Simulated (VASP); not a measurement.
Data:

```
CELL_PARAMETERS angstrom
      3.14379     0.00000     0.00000
     -1.57190     2.72260     0.00000
      0.00000     0.00000     3.06818
ATOMIC_POSITIONS crystal
  Zr 0.00000 0.00000 0.00000
  B  0.66667 0.33333 0.50000
```

The numbers are results of PBE GGA, VASP's PBE PAW potentials (set 64) (plane waves; VASP), not measurements. Settings: 400 eV cut-off, 6×6×6 Γ-centred mesh, Gaussian smearing of 0.14 eV, potentials Zr_sv B.

At this cut-off the stress carries a Pulay error, which pulls relaxed volumes low.

**Question.** Predict the energy per atom (σ→0), pressure, band gap (on the k-mesh) with the smallest direct gap where there is one.

**Answer.** 
band gap (on the k-mesh): none (metal, semimetal or under 0.01 eV)
energy per atom (σ→0): -7.219 eV/atom
pressure: 27.75 GPa

The absolute energy has meaning only against runs of the same code, potentials and settings.

The structure was generated: ZrB was put into an ordered model structure, which need not be its known phase. The cell was not relaxed at this level. The k-mesh is coarse (spacing up to 0.38 per Å, 2π included), so the numbers may not be converged in it. The electron count is odd and the run is not spin-polarised, which forces a metal.
